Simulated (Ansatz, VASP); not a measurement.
# Al (Al(221)): VASP beside Ansatz

Aim: how closely do two programs agree when they are given the same cell, functional and k mesh? Of the first pair: The structure shown is the start of the Ansatz relaxation below; VASP solves that cell, so the two are compared at the walk's first step.

Program: Ansatz 0.2.0. Level of theory: plane waves, with VASP 6.6.1 beside it; PBE with D3(BJ). Results are calculated unless marked as measured.

## 1. Starting point

The cell holds 14 atoms: 14 Al. Its edges and angles: a = 2.864 Å, b = 8.591 Å, c = 25.775 Å, α = 90.0°, β = 90.0°, γ = 90.0°. Vacuum lies along c.

As a file:

```cif
data_structure
_symmetry_space_group_name_H-M 'P 1'
_symmetry_Int_Tables_number 1
_cell_length_a 2.8638
_cell_length_b 8.5913
_cell_length_c 25.7750
_cell_angle_alpha 90.000
_cell_angle_beta 90.000
_cell_angle_gamma 90.000
_cell_volume 634.16
loop_
_atom_site_label
_atom_site_type_symbol
_atom_site_fract_x
_atom_site_fract_y
_atom_site_fract_z
_atom_site_occupancy
Al1 Al 0.50000 0.83333 0.32978 1
Al2 Al 0.00000 0.11111 0.35597 1
Al3 Al 0.50000 0.38889 0.38215 1
Al4 Al 0.00000 0.66667 0.40834 1
Al5 Al 0.50000 0.94444 0.43453 1
Al6 Al 0.00000 0.22222 0.46072 1
Al7 Al 0.50000 0.50000 0.48691 1
Al8 Al 0.00000 0.77778 0.51309 1
Al9 Al 0.50000 0.05556 0.53928 1
Al10 Al 0.00000 0.33333 0.56547 1
Al11 Al 0.50000 0.61111 0.59166 1
Al12 Al 0.00000 0.88889 0.61785 1
Al13 Al 0.50000 0.16667 0.64403 1
Al14 Al 0.00000 0.44444 0.67022 1
```

## 2. Ansatz: relaxation, PBE with D3(BJ)

Ansatz runs on its default PAW (the set named soft_2) files.

The two programs are compared at the cell with which this relaxation starts, whose forces are those of its first step.

Input file input.yaml:

```yaml
crystal:
  lattice:
    - [2.86378246, 0.0, 0.0]
    - [0.0, 8.59134739, 0.0]
    - [0.0, 0.0, 25.775]
  atoms:
    - { symbol: Al, position: [0.5, 0.83333333, 0.3297769156] }
    - { symbol: Al, position: [0.0, 0.11111111, 0.3559650824] }
    - { symbol: Al, position: [0.5, 0.38888889, 0.3821532493] }
    - { symbol: Al, position: [0.0, 0.66666667, 0.4083414161] }
    - { symbol: Al, position: [0.5, 0.94444444, 0.4345295829] }
    - { symbol: Al, position: [0.0, 0.22222222, 0.4607177498] }
    - { symbol: Al, position: [0.5, 0.5, 0.4869059166] }
    - { symbol: Al, position: [0.0, 0.77777778, 0.5130940834] }
    - { symbol: Al, position: [0.5, 0.05555556, 0.5392822502] }
    - { symbol: Al, position: [0.0, 0.33333333, 0.5654704171] }
    - { symbol: Al, position: [0.5, 0.61111111, 0.5916585839] }
    - { symbol: Al, position: [0.0, 0.88888889, 0.6178467507] }
    - { symbol: Al, position: [0.5, 0.16666667, 0.6440349176] }
    - { symbol: Al, position: [0.0, 0.44444444, 0.6702230844] }
kpoints:
  mp_grid: { grid: [10, 4, 1] }
hamiltonian:
  xc: pbe
  dispersion: d3bj
scf:
  occupations: { method: fermi_dirac, width: 0.1 }
  convergence: { dr2_threshold: 1.0e-08 }
efield:
  axis: 3
  dipole_correction: true
  ramp_position: 0.97
  ramp_width: 0.06
relax:
  f_tol: 0.015
  max_steps: 90
  constraints: [{ sites: [0, 1, 2, 3] }]
output:
  write_potential: true
  write_density: true
  volumetric_format: npy
```

Started as:

```sh
$ ansatz run input.yaml --threads 2 --pin off --max-ram 3072MiB --backend cpu --events-out ev --progress --plain --runs-dir out
```

Numbers of over 12 decimals in the logs are rounded to 6 here.

Log:

```text
Engine: ansatz 0.2.0, aarch64-unknown-linux-gnu
Pseudopotentials: kind: paw
Pseudopotential: Al, paw, valence charge 3, recommended cutoff 420 eV (normal), Al.paw.azcp
Functional definition: PBE
  parameter kappa = 0.804
  parameter beta = 0.066725
  exchange = pbe_x(kappa = kappa, mu = beta*pi^2/3)
  correlation = pbe_c(beta = beta)
Crystal: 14 atoms, lattice volume = 634.162 Å³
Basis set: ecut = 420 eV, 12435 PW (Γ), exchange–correlation on 40×120×360 points (8 copies of the dense FFT grid, shifted against one another)
Bands: 35, of which v1, the nominal top of the filled ones, is band 21 counted from 1 (20 counted from 0)
Symmetry: 2 space group operations
k-points: 18 of 40 (time reversal used)
Non-local potential: Al, projectors of the file, l = 0: 2, l = 1: 2, l = 2: 1
PAW form: soft (Blöchl's): semilocal exchange-correlation on the pseudo side does not see the compensation charge
PAW one-centre angular grid: Al, 110 points (default); XC on 64 Gauss nodes
Initial density: superposition of atomic densities (neutral atoms: chi_scale 0, normalization atom), corrected by the library's trained network
Initial wavefunctions: pseudopotential atomic-orbital guess
Functional: x = pbe(κ = 0.804, μ = 0.219515), c = pbe(β = 0.066725)
SCF iter   1: F=—  HF=-7525.711512 eV  |F-HF|=—  |Δ(HF+E_count)|=         —  Δρ=1.37e-3  dr2=1.06e-1  ethr=1.77e-3  p=-0.000 e·Å  D=-3.45e-10 V/Å  ΔV_dip=0.00 eV  dr2_dipole=3.74e-8  V_vac-E_F(+/−)=3.97/3.97 eV  ⟨swp⟩=13.3  Hψ=4506  notcnv=0  defer=4
efield: sawtooth ramp at fractional position 0.9700 (set: `efield.ramp_position`, or a place that a band, a saddle search or an elastic batch's reference lends), width 0.0600; the density the first Hamiltonian is built on has a dipole p = -0.000 e·Å; the dipole correction subtracts the counter field D = -3.45e-10 V/Å, which shifts the + side's vacuum level by +0.00 eV against the − side's; the planar-averaged density in the ramp window peaks in size at 4.0e-6 e/Å³
preconditioner: auto → LDOS  [metal: Δε(μ)=0.032 eV  Ē_g=6.228 eV  σ=0.100 eV  W_gap=0.08  n_scr=54 (ndim 8)  ℏωp=9.6 eV  f_vac=0.514  D(μ)=5.09/eV (n_scr^D=22)  β→1.0]
SCF iter   2: F=—  HF=-7525.705623 eV  |F-HF|=—  |Δ(HF+E_count)|=   5.89e-3  Δρ=4.41e-4  dr2=9.55e-3  ethr=2.52e-4  p=-0.000 e·Å  D=-9.30e-7 V/Å  ΔV_dip=0.00 eV  dr2_dipole=2.40e-8  V_vac-E_F(+/−)=4.02/4.02 eV  ⟨swp⟩=2.3  Hψ=904  notcnv=0  defer=15
SCF iter   3: F=—  HF=-7525.705371 eV  |F-HF|=—  |Δ(HF+E_count)|=   2.52e-4  Δρ=9.48e-5  dr2=2.59e-4  ethr=2.27e-5  p=0.000 e·Å  D=1.90e-6 V/Å  ΔV_dip=-0.00 eV  dr2_dipole=8.68e-9  V_vac-E_F(+/−)=4.03/4.03 eV  ⟨swp⟩=2.7  Hψ=1020  notcnv=0  defer=15
SCF iter   4: F=—  HF=-7525.705412 eV  |F-HF|=—  |Δ(HF+E_count)|=   4.14e-5  Δρ=2.13e-5  dr2=5.29e-6  ethr=6.16e-7  p=0.000 e·Å  D=7.39e-7 V/Å  ΔV_dip=-0.00 eV  dr2_dipole=1.37e-9  V_vac-E_F(+/−)=4.03/4.03 eV  ⟨swp⟩=2.6  Hψ=1024  notcnv=0  defer=15
SCF iter   5: F=—  HF=-7525.705762 eV  |F-HF|=—  |Δ(HF+E_count)|=   3.50e-4  Δρ=7.51e-6  dr2=8.17e-7  ethr=1.26e-8  p=-0.000 e·Å  D=-1.57e-7 V/Å  ΔV_dip=0.00 eV  dr2_dipole=3.12e-10  V_vac-E_F(+/−)=4.03/4.03 eV  ⟨swp⟩=2.9  Hψ=1280  notcnv=0  defer=15
SCF iter   6: F=—  HF=-7525.705763 eV  |F-HF|=—  |Δ(HF+E_count)|=   7.09e-7  Δρ=1.54e-6  dr2=4.72e-8  ethr=1.95e-9  p=0.000 e·Å  D=1.31e-7 V/Å  ΔV_dip=-0.00 eV  dr2_dipole=5.77e-13  V_vac-E_F(+/−)=4.03/4.03 eV  ⟨swp⟩=2.2  Hψ=965  notcnv=0  defer=15
SCF iter   7: F=-7525.705763 eV  HF=-7525.705763 eV  |F-HF|=6.32e-9  |Δ(HF+E_count)|=   6.24e-8  Δρ=3.80e-7  dr2=1.75e-9  ethr=2.38e-11  p=-0.000 e·Å  D=-2.16e-8 V/Å  ΔV_dip=0.00 eV  dr2_dipole=3.76e-12  V_vac-E_F(+/−)=4.03/4.03 eV  ⟨swp⟩=10.6  Hψ=4308  notcnv=0
SCF 1 converged in 7 iterations: F = -7525.705763 eV  dr2 = 1.75e-9
  greatest PAW one-centre occupation: 0.488 electrons in one spin orbital (limit 2), on the Al atom at site 0 (counted from 0), in its partial waves of l = 0
relax step   1: F+E_penalty+E_count = -7525.70576271 eV  Δ(F+E_penalty+E_count) = +0.000e0 eV  max|allowed force component| = 2.688e-1 eV/Å  Δτ_max = 0.0000 Å  (7 SCF iters, accepted)
Initial density: handed on by an earlier stage of this run
Initial wavefunctions: those handed on with the density
iter 1 solved again at ethr=3.96e-4 eV; its pass at ethr=3.10e-3 eV (dr2=1.66e-1 eV) is discarded
SCF iter   1: F=—  HF=-7525.799061 eV  |F-HF|=—  |Δ(HF+E_count)|=         —  Δρ=2.15e-3  dr2=1.78e-1  ethr=3.96e-4  p=-0.000 e·Å  D=-2.25e-8 V/Å  ΔV_dip=0.00 eV  dr2_dipole=9.44e-3  V_vac-E_F(+/−)=4.05/4.05 eV  ⟨swp⟩=1.4  Hψ=2979  notcnv=0  defer=13
[...]
SCF iter   1: F=—  HF=-7525.789466 eV  |F-HF|=—  |Δ(HF+E_count)|=         —  Δρ=2.02e-4  dr2=1.47e-3  ethr=5.54e-5  p=0.002 e·Å  D=6.68e-4 V/Å  ΔV_dip=-0.02 eV  dr2_dipole=4.18e-4  V_vac-E_F(+/−)=4.01/4.02 eV  ⟨swp⟩=2.2  Hψ=1484  notcnv=0  defer=17
efield: sawtooth ramp at fractional position 0.9700 (set: `efield.ramp_position`, or a place that a band, a saddle search or an elastic batch's reference lends), width 0.0600; the density the first Hamiltonian is built on has a dipole p = 0.002 e·Å; the dipole correction subtracts the counter field D = 6.68e-4 V/Å, which shifts the + side's vacuum level by -0.02 eV against the − side's; the planar-averaged density in the ramp window peaks in size at 5.9e-8 e/Å³
preconditioner: auto → LDOS  [metal: Δε(μ)=0.033 eV  Ē_g=6.295 eV  σ=0.100 eV  W_gap=0.08  n_scr=54 (ndim 8)  ℏωp=9.6 eV  f_vac=0.522  D(μ)=4.87/eV (n_scr^D=22)  β→1.0]
SCF iter   2: F=—  HF=-7525.789330 eV  |F-HF|=—  |Δ(HF+E_count)|=   1.36e-4  Δρ=5.52e-5  dr2=8.67e-5  ethr=3.49e-6  p=0.002 e·Å  D=5.59e-4 V/Å  ΔV_dip=-0.01 eV  dr2_dipole=5.97e-6  V_vac-E_F(+/−)=4.01/4.02 eV  ⟨swp⟩=2.2  Hψ=1061  notcnv=0  defer=17
SCF iter   3: F=—  HF=-7525.789631 eV  |F-HF|=—  |Δ(HF+E_count)|=   3.01e-4  Δρ=1.87e-5  dr2=1.07e-5  ethr=2.06e-7  p=0.002 e·Å  D=6.11e-4 V/Å  ΔV_dip=-0.02 eV  dr2_dipole=4.44e-7  V_vac-E_F(+/−)=4.01/4.02 eV  ⟨swp⟩=2.6  Hψ=951  notcnv=0  defer=17
SCF iter   4: F=—  HF=-7525.789633 eV  |F-HF|=—  |Δ(HF+E_count)|=   2.21e-6  Δρ=3.27e-6  dr2=2.77e-7  ethr=2.54e-8  p=0.002 e·Å  D=6.22e-4 V/Å  ΔV_dip=-0.02 eV  dr2_dipole=2.37e-8  V_vac-E_F(+/−)=4.01/4.02 eV  ⟨swp⟩=2.4  Hψ=1014  notcnv=0  defer=17
SCF iter   5: F=—  HF=-7525.789614 eV  |F-HF|=—  |Δ(HF+E_count)|=   1.89e-5  Δρ=1.04e-6  dr2=2.17e-8  ethr=6.59e-10  p=0.002 e·Å  D=6.31e-4 V/Å  ΔV_dip=-0.02 eV  dr2_dipole=7.72e-10  V_vac-E_F(+/−)=4.01/4.02 eV  ⟨swp⟩=2.1  Hψ=980  notcnv=0  defer=17
SCF iter   6: F=-7525.789614 eV  HF=-7525.789614 eV  |F-HF|=2.31e-9  |Δ(HF+E_count)|=   3.06e-8  Δρ=1.93e-7  dr2=4.94e-10  ethr=2.38e-11  p=0.002 e·Å  D=6.34e-4 V/Å  ΔV_dip=-0.02 eV  dr2_dipole=8.15e-11  V_vac-E_F(+/−)=4.01/4.02 eV  ⟨swp⟩=10.1  Hψ=4110  notcnv=0
SCF 4 converged in 6 iterations: F = -7525.789614 eV  dr2 = 4.94e-10
relax step   4: F+E_penalty+E_count = -7525.78961420 eV  Δ(F+E_penalty+E_count) = -3.453e-4 eV  max|allowed force component| = 2.747e-3 eV/Å  Δτ_max = 0.0122 Å  (6 SCF iters, accepted)
NSCF: frozen V_eff on 18 k-points
the band table was solved once a step of the walk had ended and its energy, with any forces and stress, was formed, with the checks that follow a solve (4231 applications of the Hamiltonian). They found nothing against the state; the energy, forces and stress were not computed again (output.eigenvalues in the input reference)
WARN: The output density's exchange-correlation potential varies sharply where the density is thin. Do not read a vacuum level from v_tot or v_xc, or from such a field of the output density. On a cell that repeats whose density bears no net charge and no dipole along the vacuum's axis use v_es (v_loc + v_h of the components); under efield.dipole_correction with no amplitude use v_es + v_field, which holds any externa [...]
SCF converged after 6 iterations
Free energy (F): -7525.789614 eV
Harris-Foulkes:  -7525.789614 eV  (|F-HF|=2.31e-9)
Internal energy: -7525.619350 eV  (E = F + TS)
E sigma→0 (E₀):  -7525.704482 eV
Entropy (-TS):   -0.170264 eV (-12.162 meV/atom)
Fermi energy:    0.398399 eV
Dipole field:    D = 0.000641 V/Å  (p = 0.002247 e·Å, saw-weighted, corrected)
Work function:   Φ+ = 4.0056 eV   Φ− = 4.0222 eV
Levels:          The Fermi level and band energies are counted from a zero that moves with the ramp; work functions are not
--- Per-component energies (eV) ---
  E_band       = -160.135813
  E_kinetic    = 307.384583
  E_local      = -11152.862585  (includes V_loc(G=0)·N_el)
  E_nonlocal   = 147.008810
  E_hartree    = 5492.643420
  E_xc         = -549.151378
  E_vxc        = -395.697737  (∫ρ·V_xc dr)
  E_paw        = -6542.635629  (= ΣΔE_a)
  E_vpaw       = -51.257113  (= ΣTr[D̂ρ^β])
  E_aug_tail   = -0.000030  (compensation charges beyond the density's cutoff)
  E_efield     = 0.000001  (sawtooth field / dipole correction)
  E_vefield    = 0.002142  (∫n·V_field dr)
  E_ewald      = 4775.545991
  E_disp       = -3.552533  (pairwise vdW)
  E_smearing   = -0.170264  (= −TS)
  E_closure    = -0.000000  (closes the sum)
  Σ components = -7525.789614   (vs F -7525.789614, Δ=0.00e0)
--- Forces (eV/Å), atoms counted from 1 ---
  atom   1  Al     0.00000000     0.06334480     0.20847038
  atom   2  Al     0.00000000     0.06967289     0.04738298
  atom   3  Al     0.00000000     0.03139815    -0.00915051
  atom   4  Al     0.00000000    -0.17049086    -0.25106334
  atom   5  Al     0.00000000    -0.00164050    -0.00018094
  atom   6  Al     0.00000000     0.00146946    -0.00062362
  atom   7  Al     0.00000000     0.00092665     0.00189940
  atom   8  Al     0.00000000    -0.00120260     0.00112895
  atom   9  Al     0.00000000    -0.00040666     0.00053096
  atom  10  Al     0.00000000     0.00274699     0.00027271
  atom  11  Al     0.00000000    -0.00014120    -0.00063724
  atom  12  Al     0.00000000     0.00234074     0.00042402
  atom  13  Al     0.00000000     0.00146468     0.00123269
  atom  14  Al     0.00000000     0.00051827     0.00031365
  max |Σ_I F_I| component: 8.21e-7 eV/Å
--- Band table (eV; the first three rows and the last of 18) ---
  k-point 0: bands = [... 17 lower, -1.1296, -0.8505, 0.0338, 0.3965, 0.5062, 0.5825, 1.2469, 2.2500, ... 10 higher]
  k-point 1: bands = [... 17 lower, -0.8430, -0.5658, 0.0928, 0.4287, 0.7661, 1.0675, 1.4630, 2.3106, ... 10 higher]
  k-point 2: bands = [... 17 lower, -0.8837, -0.6379, 0.1282, 1.2880, 1.3574, 1.4677, 2.1182, 2.2371, ... 10 higher]
  k-point 17: bands = [... 17 lower, -1.1320, -0.8802, -0.8612, -0.6386, -0.6009, -0.0209, 0.0309, 0.9700, ... 10 higher]
--- Relaxed structure (4 steps of the walk, 4 accepted, 0 SCFs on fresh bases) ---
  F+E_penalty+E_count = -7525.78961420 eV   max|allowed force component| = 2.747e-3 eV/Å
  atoms:
    - { symbol: Al, position: [0.5, 0.833333, 0.3297769156] }
    - { symbol: Al, position: [0.0, 0.111111, 0.355965] }
    - { symbol: Al, position: [0.5, 0.38888889, 0.3821532493] }
    - { symbol: Al, position: [0.0, 0.66666667, 0.4083414161] }
    - { symbol: Al, position: [0.5, 0.942697, 0.433399] }
    - { symbol: Al, position: [0.0, 0.221656, 0.458679] }
    - { symbol: Al, position: [0.5, 0.503314, 0.485429] }
    - { symbol: Al, position: [0.0, 0.781089, 0.510107] }
    - { symbol: Al, position: [0.5, 0.060272, 0.534266] }
    - { symbol: Al, position: [0.0, 0.340203, 0.559389] }
    - { symbol: Al, position: [0.5, 0.622236, 0.589551] }
    - { symbol: Al, position: [0.0, 0.894856, 0.612602] }
    - { symbol: Al, position: [0.5, 0.165769, 0.636175] }
    - { symbol: Al, position: [0.0, 0.438120, 0.660981] }
```

The column dr2 measures how far the density is from self-consistency, as an energy; F and HF (Harris–Foulkes) agree once it is small.

(Part 1 of 3 ends here.)

[Lines on the potential files, build, host, timing and source positions are cut from VASP's logs without a mark.]

[Logs are printed without paths, hosts, clocks, repeated set-up lines and the standing remarks that a program may print on its own settings, such as how far it seeks lower states.]

[Hosts, paths, dates, database ids (printed as entryN), source tags and the programs' standing remarks are cut or masked in the printed files.]
